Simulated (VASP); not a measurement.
**VASP inputs for Mg$_{3}$BiSb (strained database structure)**

INCAR

```
NBANDS = 21
PREC = Accurate
LWAVE = .FALSE.
NSW = 0
NELM = 120
ENCUT = 520
IBRION = -1
ISIF = 2
ISMEAR = -1
GGA = PE
LREAL = .FALSE.
EDIFF = 1E-7
LCHARG = .TRUE.
SIGMA = 0.02
LELF = .TRUE.
LASPH = .TRUE.
```

KPOINTS

```
KPOINTS created by Atomic Simulation Environment
0
Gamma
6 6 4
0 0 0
```

KPOINTS_OPT

```
special points
8
Reciprocal
0.0000000000 0.0000000000 0.0000000000 1
0.5000000000 0.0000000000 0.0000000000 1
0.3333333333 0.3333333333 0.0000000000 1
0.0000000000 0.0000000000 0.5000000000 1
0.5000000000 0.0000000000 0.5000000000 1
0.3333333333 0.3333333333 0.5000000000 1
-0.0312500000 0.0026040000 0.0000000000 1
0.0000000000 0.4140620000 -0.3411460000 1
```

POSCAR

```
Mg Sb Bi
 1.0000000000000000
     4.6498088766127124    0.0000000000000000    0.0000000000000000
    -2.3249044383063562    4.0268526098889907    0.0000000000000000
     0.0000000000000000    0.0000000000000000    7.3220464635000004
 Mg  Sb  Bi
   3   1   1
Cartesian
  0.0000000000000000 -0.0000000000000000  0.0355508831345186
  0.0000000000000000  2.6845684065926609  2.6613245252050635
  2.3249044383063566  1.3422842032963305  4.5978261757344576
  2.3249044383063566  1.3422842032963305  1.6740815722439002
  0.0000000000000000  2.6845684065926609  5.6753097721464707
```

VASP ran with the recommended PBE PAW datasets (26 valence electrons in the cell).

Predict the results.

gap between bands v and c -0.08 eV (bands overlap: a metal); least direct gap 0.35 eV; pressure 0.3 GPa; largest force 0.17 eV/Å.

Band v is the last that the valence electrons fill when counted band by band, and c is the next. Levels in eV from the top of v:

| point | v−1 | v | c | c+1 |
| --- | --- | --- | --- | --- |
| Γ | -0.33 | -0.01 | 0.34 | 0.92 |
| M | -2.19 | -0.85 | 0.27 | 1.69 |
| K | -2.48 | -2.46 | 0.22 | 4.06 |
| A | -0.54 | -0.54 | 1.35 | 1.49 |
| L | -1.54 | -1.47 | 0.31 | 1.17 |
| H | -1.02 | -0.91 | 1.48 | 1.78 |
